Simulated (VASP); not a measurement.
# CaMn2Bi2 (P-3m1) in VASP: a series of runs

Runs on CaMn2Bi2. Level: LDA. Tasks: single point.

Program: VASP 6.6.1. These are calculated values, not measurements. Logs are shortened: lines on timing, memory, paths and dates and some standing lists are left out, and cuts for length are marked.

### Step 1. Starting point

It takes space group P-3m1 (No. 164, trigonal). The conventional cell has a = 4.626 Å, b = 4.626 Å, c = 7.729 Å, α = 90.00°, β = 90.00°, γ = 120.00°. Bi (site symmetry 3m) is surrounded by 4 Mn at 2.86 to 2.87 Å. Around Mn (site symmetry 3m) lie 4 Bi at 2.86 to 2.87 Å and 3 Mn at 3.26 Å. Ca (site symmetry -3m) is surrounded by 6 Bi at 3.29 Å.

The cell is a database's computed one.

### Step 2. Single point, LDA, collinear spin, ferromagnetic start

INCAR reads:

```
SYSTEM = CaMn2Bi2
PREC = Accurate
ENCUT = 520
EDIFF = 1E-7
ISMEAR = 0
SIGMA = 0.1
LREAL = .FALSE.
LASPH = .TRUE.
NELM = 120
ALGO = Fast
ISIF = 2
LWAVE = .FALSE.
LCHARG = .FALSE.
ISPIN = 2
MAGMOM = 0 0 4 4 0
LORBIT = 11
LMAXMIX = 4
GGA = CA
```

KPOINTS reads:

```
Automatic mesh
0
G
  7 7 4
  0 0 0
```

POSCAR reads:

```
CaMn2Bi2
1.0
    4.6263818529      0.0000000000      0.0000000000
   -2.3131909265      4.0065642123      0.0000000000
    0.0000000000      0.0000000000      7.7287920000
Bi Mn Ca
2 2 1
Cartesian
   -0.0000000003      2.6710428083      5.8057989913
    2.3131909267      1.3355214040      1.9229930087
   -0.0000000003      2.6710428083      2.9312602979
    2.3131909267      1.3355214040      4.7975317021
    0.0000000000      0.0000000000      0.0000000000
```

Potentials or basis: VASP PAW LDA potentials, release 54 (Bi_d, Mn_pv, Ca_sv).

The run is started by

```sh
> cat potpaw_LDA.54/Bi_d/POTCAR potpaw_LDA.54/Mn_pv/POTCAR potpaw_LDA.54/Ca_sv/POTCAR > POTCAR
> mpirun -np 1 vasp_std > vasp.out
```

OUTCAR:

```text
SYSTEM = CaMn2Bi2
   PREC = Accurate
   ENCUT = 520
   EDIFF = 1E-7
   ISMEAR = 0
   LREAL = .FALSE.
   LASPH = .TRUE.
   NELM = 120
   ISIF = 2
   ISPIN = 2
   LORBIT = 11
   GGA = CA

 ion  position               nearest neighbor table
   1  0.333  0.667  0.751-   4 2.86   4 2.86   4 2.86   3 2.87   5 3.29   5 3.29   5 3.29
   2  0.667  0.333  0.249-   3 2.86   3 2.86   3 2.86   4 2.87   5 3.29   5 3.29   5 3.29
   3  0.333  0.667  0.379-   2 2.86   2 2.86   2 2.86   1 2.87
   4  0.667  0.333  0.621-   1 2.86   1 2.86   1 2.86   2 2.87
   5  0.000  0.000  0.000-   1 3.29   2 3.29   1 3.29   2 3.29   2 3.29   1 3.29

  LATTYP: Found a hexagonal cell.
 ALAT       =     4.6263818529
 C/A-ratio  =     1.6705910246

  Lattice vectors:

 A1 = (   4.6263818529,   0.0000000000,   0.0000000000)
 A2 = (  -2.3131909265,   4.0065642123,   0.0000000000)
 A3 = (   0.0000000000,   0.0000000000,   7.7287920000)

Analysis of symmetry for initial positions (statically):
=====================================================================
 Subroutine PRICEL returns:
 Original cell was already a primitive cell.

 Routine SETGRP: Setting up the symmetry group for a
 hexagonal supercell.

 Subroutine GETGRP returns: Found 12 space group operations
 (whereof 12 operations were pure point group operations)
 out of a pool of 24 trial point group operations.

The static configuration has the point symmetry D_3d.

Analysis of symmetry for dynamics (positions and initial velocities):
=====================================================================
 Subroutine PRICEL returns:
 Original cell was already a primitive cell.

 Routine SETGRP: Setting up the symmetry group for a
 hexagonal supercell.

 Subroutine GETGRP returns: Found 12 space group operations
 (whereof 12 operations were pure point group operations)
 out of a pool of 24 trial point group operations.

The dynamic configuration has the point symmetry D_3d.

Analysis of structural, dynamic, and magnetic symmetry:
=====================================================================
 Subroutine PRICEL returns:
 Original cell was already a primitive cell.

 Routine SETGRP: Setting up the symmetry group for a
 hexagonal supercell.

 Subroutine GETGRP returns: Found 12 space group operations
 (whereof 12 operations were pure point group operations)
 out of a pool of 24 trial point group operations.

The overall configuration has the point symmetry D_3d.

 Subroutine INISYM returns: Found 12 space group operations
 (whereof 12 operations are pure point group operations),
 and found     1 'primitive' translations

----------------------------------------------------------------------------------------

                                     Primitive cell

  volume of cell :     143.2601

  direct lattice vectors                    reciprocal lattice vectors
     4.626381853  0.000000000  0.000000000     0.216151635  0.124795204  0.000000000
    -2.313190926  4.006564212  0.000000000     0.000000000  0.249590409  0.000000000
     0.000000000  0.000000000  7.728792000     0.000000000  0.000000000  0.129386326

  length of vectors
     4.626381853  4.626381853  7.728792000     0.249590409  0.249590409  0.129386326

  position of ions in fractional coordinates (direct lattice)
     0.333333333  0.666666667  0.751191000
     0.666666667  0.333333333  0.248809000
     0.333333333  0.666666667  0.379265000
     0.666666667  0.333333333  0.620735000
     0.000000000  0.000000000  0.000000000

  ion indices of the primitive-cell ions
   primitive index   ion index
                 1           1
                 2           2
                 3           3
                 4           4
                 5           5

----------------------------------------------------------------------------------------

 KPOINTS: Automatic mesh

Automatic generation of k-mesh.
 Grid dimensions read from file:
 generate k-points for:    7    7    4

 Generating k-lattice:

  Cartesian coordinates                     Fractional coordinates (reciprocal lattice)
     0.030878805  0.017827886  0.000000000     0.142857143 -0.000000000  0.000000000
     0.000000000  0.035655773  0.000000000     0.000000000  0.142857143  0.000000000
     0.000000000  0.000000000  0.032346581     0.000000000  0.000000000  0.250000000

  Length of vectors
     0.035655773  0.035655773  0.032346581

  Shift w.r.t. Gamma in fractional coordinates (k-lattice)
     0.000000000  0.000000000  0.000000000

 Subroutine IBZKPT returns following result:
 ===========================================

 Found     28 irreducible k-points:

 Following reciprocal coordinates:
            Coordinates               Weight
  0.000000  0.000000  0.000000      1.000000
  0.142857  0.000000  0.000000      6.000000
  0.285714  0.000000  0.000000      6.000000
  0.428571  0.000000  0.000000      6.000000
  0.142857  0.142857  0.000000      6.000000
  0.285714  0.142857  0.000000     12.000000
[... 16 lines left out ...]
  0.285714  0.000000  0.500000      6.000000
  0.428571  0.000000  0.500000      6.000000
 [... further k-points ...]
   k-points           NKPTS =     28   k-points in BZ     NKDIM =     28   number of bands    NBANDS=     43
   number of dos      NEDOS =    301   number of ions     NIONS =      5
   total plane-waves  NPLWV =  77760
   dimension x,y,z NGX =    36 NGY =   36 NGZ =   60
   dimension x,y,z NGXF=    72 NGYF=   72 NGZF=  120
   ions per type =               2   2   1
   NGX,Y,Z   is equivalent  to a cutoff of  12.94, 12.94, 12.91 a.u.
   NGXF,Y,Z  is equivalent  to a cutoff of  25.87, 25.87, 25.81 a.u.
 SYSTEM =  CaMn2Bi2
   PREC   = accura    normal or accurate (medium, high low for compatibility)
   ISTART =      0    job   : 0-new  1-cont  2-samecut
   ICHARG =      2    charge: 1-file 2-atom 10-const
   ISPIN  =      2    spin polarized calculation?
   LNONCOLLINEAR =      F non collinear calculations
   LSORBIT =      F    spin-orbit coupling
   LASPH  =      T    aspherical Exc in radial PAW
   ENCUT  =  520.0 eV  38.22 Ry    6.18 a.u.   8.60  8.60 14.37*2*pi/ulx,y,z
   NELM   =    120;   NELMIN=  2; NELMDL= -5     # of ELM steps
   EDIFF  = 0.1E-06   stopping-criterion for ELM
   LREAL  =      F    real-space projection
   EDIFFG = 0.1E-05   stopping-criterion for IOM
   NSW    =      0    number of steps for IOM
   IBRION =     -1    ionic relax: 0-MD 1-quasi-New 2-CG
   NFREE  =      0    steps in history (QN), initial steepest desc. (CG)
   ISIF   =      2    stress and relaxation
   ISYM   =      2    0-nonsym 1-usesym 2-fastsym
   POTIM  = 0.5000    time-step for ionic-motion
   TEBEG  =    0.0;   TEEND  =   0.0 temperature during run
   PSTRESS=    0.0 pullay stress
   NELECT =      66.0000    total number of electrons
   NUPDOWN=      -1.0000    fix difference up-down
   EMIN   =  10.00;   EMAX   =-10.00  energy-range for DOS
   EFERMI =   0.00;   METHOD = LEGACY
   ISMEAR =     0;   SIGMA  =   0.10  broadening in eV -4-tet -1-fermi 0-gaus
   EFERMI_NEDOS =   21; number of points for ismear=-14 and -15
   IALGO  =     68    algorithm
   IMIX   =      4    mixing-type and parameters
     AMIX     =   0.40;   BMIX     =  1.00
     AMIX_MAG =   1.60;   BMIX_MAG =  1.00
  volume/ion in A,a.u.               =      28.65       193.35
  Fermi-wavevector in a.u.,A,eV,Ry     =   1.264390  2.389351 21.751392  1.598682
  Thomas-Fermi vector in A             =   2.397698
   LORBIT       =     11    0 simple, 1 ext, 2 COOP (PROOUT), +10 PAW based schemes
   GGA     = CA    functional components
   LHFCALC =     F    Hartree Fock is set to
   AEXX    =    0.0000 exact exchange contribution
   IVDW    =     0    specifies the selected vdW correction
   LEPSILON=     F    determine dielectric tensor
   LRPA    =     F    only Hartree local field effects (RPA)
 spin polarized calculation
 RMM-DIIS sequential band-by-band and
 Gauss-broadening in eV      SIGMA  =   0.10
  energy-cutoff  :      520.00
  volume of cell :      143.26
 maximum number of plane-waves:      3892
 NGX is ok and might be reduce to    36
   NGX = 17   NGY = 17   NGZ = 29

 number of electron      66.0000039 magnetization       8.7637272

 Free energy of the ion-electron system (eV)
  ---------------------------------------------------
  ext. energy  EPLUGINS =         0.00000000
  ---------------------------------------------------
  free energy    TOTEN  =       -29.79037254 eV

  energy without entropy =      -29.75881301  energy(sigma->0) =      -29.77459278

 E-fermi :   4.8724     XC(G=0):  -9.7618

 val. band max:        4.8701626337   @ k =   0.4286   0.0000   0.5000
 cond. band min:       4.9094631322   @ k =   0.0000   0.2857   0.2500
 fundamental gap:      0.0393004985
 Fermi energy:         4.8724365553

 spin component 1

 k-point     1 :       0.0000    0.0000    0.0000
  band No.  band energies     occupation
      1     -44.8359      1.00000
      2     -44.8359      1.00000
      3     -44.8274      1.00000
      4     -44.8274      1.00000
      5     -44.7788      1.00000
      6     -44.7707      1.00000
[... 1093 lines left out ...]
     42       7.6873      0.00000
     43       8.1141      0.00000

 [... further k-points ...]

 spin component 2

 k-point     1 :       0.0000    0.0000    0.0000
  band No.  band energies     occupation
      1     -41.0027      1.00000
      2     -41.0027      1.00000
      3     -40.9982      1.00000
      4     -40.9923      1.00000
      5     -40.9923      1.00000
      6     -40.9885      1.00000
[... 1093 lines left out ...]
     42       8.2727      0.00000
     43       8.4776      0.00000

 [... further k-points ...]
[... 5 lines left out ...]
  --------------------------------------------------------------------------------------
  -------------------------------------------------------------------------------------
  Total       -4.5083059     -4.5083059     -4.5093902      0.0000000      0.0000000      0.0000000
  in kB      -50.4195256    -50.4195256    -50.4316519      0.0000000      0.0000000      0.0000000
  external PRESSURE =     -50.4235677 kB  Pullay stress =       0.0000000 kB

 VOLUME and BASIS-vectors are now :
 -----------------------------------------------------------------------------
  energy-cutoff  :      520.00
  volume of cell :      143.26
      direct lattice vectors                 reciprocal lattice vectors
     4.626381853  0.000000000  0.000000000     0.216151635  0.124795204  0.000000000
    -2.313190926  4.006564212  0.000000000     0.000000000  0.249590409  0.000000000
     0.000000000  0.000000000  7.728792000     0.000000000  0.000000000  0.129386326

 POSITION                                       TOTAL-FORCE (eV/Angst)
 -----------------------------------------------------------------------------------
     -0.00000      2.67104      5.80580         0.000000      0.000000     -0.419395
      2.31319      1.33552      1.92299        -0.000000      0.000000      0.419395
     -0.00000      2.67104      2.93126         0.000000      0.000000      0.137950
      2.31319      1.33552      4.79753        -0.000000      0.000000     -0.137950
      0.00000      0.00000      0.00000         0.000000      0.000000     -0.000000
 -----------------------------------------------------------------------------------
    total drift:                                0.000000     -0.000000      0.000000

  FREE ENERGIE OF THE ION-ELECTRON SYSTEM (eV)
  ---------------------------------------------------
  free  energy   TOTEN  =       -29.7903725427 eV

  energy  without entropy=      -29.7588130124  energy(sigma->0) =      -29.77459278

 total charge

# of ion       s       p       d       tot
------------------------------------------
    1        1.440   1.666   9.893  12.998
    2        1.440   1.666   9.893  12.998
    3        0.269   6.159   4.963  11.391
    4        0.269   6.159   4.963  11.391
    5        2.038   5.827   0.246   8.112
--------------------------------------------------
tot          5.455  21.478  29.958  56.891

 magnetization (x)

# of ion       s       p       d       tot
------------------------------------------
    1        0.008  -0.039   0.014  -0.017
    2        0.008  -0.039   0.014  -0.017
    3        0.041   0.035   3.865   3.941
    4        0.041   0.035   3.865   3.941
    5        0.006   0.000   0.039   0.045
--------------------------------------------------
tot          0.102  -0.008   7.799   7.893
```

Wall time 11 min (1 thread of Intel Xeon Platinum 8488C (Sapphire Rapids), shared host); peak memory 0.41 GiB.

What came out:

```
Free energy                                           : -29.7904 eV
Pressure                                              : -5.0 GPa
Largest force                                         : 0.419 eV/Å
Band gap on the k mesh                                : none (metal or under the smearing width)
Net moment                                            : 8.76 μB per cell
Site moments                                          : Bi -0.02; Mn +3.94; Ca +0.04 μB
Valence electrons inside the program's atomic spheres : Bi 13.00; Mn 11.39; Ca 8.11
```

Forces in eV/Å, atoms in the order of the input:
```
Bi   0.000  0.000 -0.419
Bi   0.000  0.000  0.419
Mn   0.000  0.000  0.138
Mn   0.000  0.000 -0.138
Ca   0.000  0.000  0.000
```

Caveat: spin-orbit coupling is left out, which moves the levels of the heavy elements.

### Step 3. Single point, LDA, collinear spin, ferromagnetic start

run.py reads:

```python
from ase.calculators.vasp import Vasp
from ase.dft.bandgap import bandgap
from ase.io import read

atoms = read('CaMn2Bi2.cif')
atoms.set_initial_magnetic_moments([0.0, 0.0, 4.0, 4.0, 0.0])
calc = Vasp(
    directory='calc',
    xc='lda',
    pp='LDA',
    setups='recommended',
    pp_version='54',
    prec='Accurate',
    encut=520,
    ediff=1e-06,
    ismear=0,
    sigma=0.1,
    lreal=False,
    lasph=True,
    nelm=150,
    algo='Normal',
    isif=2,
    lwave=False,
    lcharg=True,
    ispin=2,
    lorbit=11,
    lmaxmix=4,
    lelf=True,
    lvhar=True,
    kpts=[7, 7, 4],
    gamma=True,
    nbands=45,
)
atoms.calc = calc

print('energy (eV):', atoms.get_potential_energy())
print('free energy (eV):', atoms.get_potential_energy(force_consistent=True))
print('forces (eV/A):')
print(atoms.get_forces())
print('stress (eV/A^3, Voigt):', atoms.get_stress())
print('Fermi level (eV):', calc.get_fermi_level())
print('moment (muB):', atoms.get_magnetic_moment())
print('site moments (muB):', atoms.get_magnetic_moments())
gap, top, bottom = bandgap(calc)
print('band gap (eV):', gap, 'from (spin, k, band)', top, 'to', bottom)
```

CaMn2Bi2.cif reads:

```cif
data_CaMn2Bi2
_cell_length_a 4.62638185
_cell_length_b 4.62638185
_cell_length_c 7.72879200
_cell_angle_alpha 90.00000000
_cell_angle_beta 90.00000000
_cell_angle_gamma 120.00000000
_space_group_name_H-M_alt 'P1'
_space_group_name_Hall 'P 1'
_space_group_IT_number 1
loop_
_space_group_symop_operation_xyz
'x,y,z'
loop_
_atom_site_label
_atom_site_type_symbol
_atom_site_symmetry_multiplicity
_atom_site_Wyckoff_symbol
_atom_site_fract_x
_atom_site_fract_y
_atom_site_fract_z
_atom_site_occupancy
Bi1 Bi 1 a 0.3333333333 0.6666666667 0.7511910000 1
Bi2 Bi 1 a 0.6666666667 0.3333333333 0.2488090000 1
Mn1 Mn 1 a 0.3333333333 0.6666666667 0.3792650000 1
Mn2 Mn 1 a 0.6666666667 0.3333333333 0.6207350000 1
Ca1 Ca 1 a 0.0000000000 0.0000000000 0.0000000000 1
```

Potentials or basis: VASP PAW LDA potentials, release 54 (Bi_d, Mn_pv, Ca_sv).

The run is started by

```sh
> python run.py
```

Wall time 4 min (1 thread of Intel Xeon Platinum 8488C (Sapphire Rapids), shared host); peak memory 0.41 GiB.

It converged, with:

```yaml
Free_energy: -29.7904 eV
Pressure: -5.1 GPa
Largest_force: 0.419 eV/Å
Band_gap_on_the_k_mesh: none (metal or under the smearing width)
Net_moment: 8.76 μB per cell
Site_moments: Bi -0.02; Mn +3.94; Ca +0.04 μB
Valence_electrons_inside_the_program's_atomic_spheres: Bi 13.00; Mn 11.39; Ca 8.11
```

Forces on the atoms (eV/Å):
```
Bi   0.000  0.000 -0.419
Bi   0.000  0.000  0.419
Mn   0.000  0.000  0.138
Mn   0.000  0.000 -0.138
Ca   0.000  0.000  0.000
```

Levels at points of the mesh, in eV from the Fermi level:
Spin up:
```
           k point  band 33  band 34  band 35  band 36  band 37  band 38  band 39  band 40  band 41  band 42
(0.00, 0.00, 0.00)    -2.25    -0.17    -0.17     0.69     0.81     1.27     1.27     1.77     2.07     2.45
(0.00, 0.00, 0.50)    -2.26    -0.83     0.19     0.19     0.56     0.56     1.37     1.94     2.48     2.48
```
Spin down:
| k point | band 26 | band 27 | band 28 | band 29 | band 30 | band 31 |
| --- | --- | --- | --- | --- | --- | --- |
| (0.00, 0.00, 0.00) | -1.35 | -1.35 | -1.34 | 0.14 | 0.14 | 0.87 |
| (0.00, 0.00, 0.50) | -1.64 | -1.21 | -1.21 | 0.29 | 0.29 | 0.83 |

Caveat: spin-orbit coupling is left out, which moves the levels of the heavy elements.
